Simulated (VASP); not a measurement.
```xyz
4
Lattice="2.8118 0.0000 0.0000 -1.4059 2.4351 0.0000 0.0000 0.0000 4.8543" Properties=species:S:1:pos:R:3 pbc="T T T"
Ni     0.0000     0.0000     0.0000
Ni    -1.4059     2.4351     2.4272
N      0.0000     1.6234     1.2136
N      1.4059     0.8117     3.6407
```

Computed with PBE GGA, VASP's PBE PAW potentials (set 64) (plane waves; VASP). Numerical set-up: 520 eV cut-off, 14×14×7 Γ-centred mesh, tetrahedra with Blöchl corrections, potentials Ni N.

The cores are frozen, which limits the accuracy of field gradients.

Give the principal components of the electric field gradient (V/Å²) and the asymmetry η at each nucleus.

```tsv
atom	Vxx	Vyy	Vzz	η
Ni1	-2.4	-2.4	4.7	0.00
Ni2	-2.4	-2.4	4.7	0.00
N3	-1.6	-1.6	3.1	0.00
N4	-1.6	-1.6	3.1	0.00
```

The structure was generated: NiN was put into the NiAs type type (P6_3/mmc), which need not be its known phase. It was relaxed first, which changed the volume by -8 %. The run is not spin-polarised, so no magnetic state was tried.
